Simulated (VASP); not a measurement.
Data:

```xyz
3
Lattice="-1.6050 1.6050 3.9150 1.6050 -1.6050 3.9150 1.6050 1.6050 -3.9150" Properties=species:S:1:pos:R:3 pbc="T T T"
Si     0.0000     0.0000     5.2069
Si     0.0000     0.0000     2.6231
W      0.0000     0.0000     0.0000
```

These are PBE GGA, VASP's PBE PAW potentials (set 64) (plane waves; VASP) values and carry that method's errors. Numerical set-up: 300 eV cut-off, 10×10×10 Γ-centred mesh, Fermi-Dirac smearing of 0.10 eV, potentials Si W_sv.

At this cut-off the stress carries a Pulay error, which pulls relaxed volumes low. Unless said otherwise, spin-orbit coupling is left out, though it shifts the bands of the heavy elements here.

Question: Predict the energy per atom (σ→0), pressure, largest force, band gap (on the k-mesh) with the smallest direct gap where there is one.

Answer: 
The band gap (on the k-mesh) comes out as none (metal, semimetal or under 0.01 eV) and the energy per atom (σ→0) is -8.261 eV/atom. The pressure is 3.46 GPa. The largest force comes out as 0.121 eV/Å.

Only differences to runs with the same potentials and settings are physical.

The structure is a typed WSi2 crystal. The cell was not relaxed at this level.
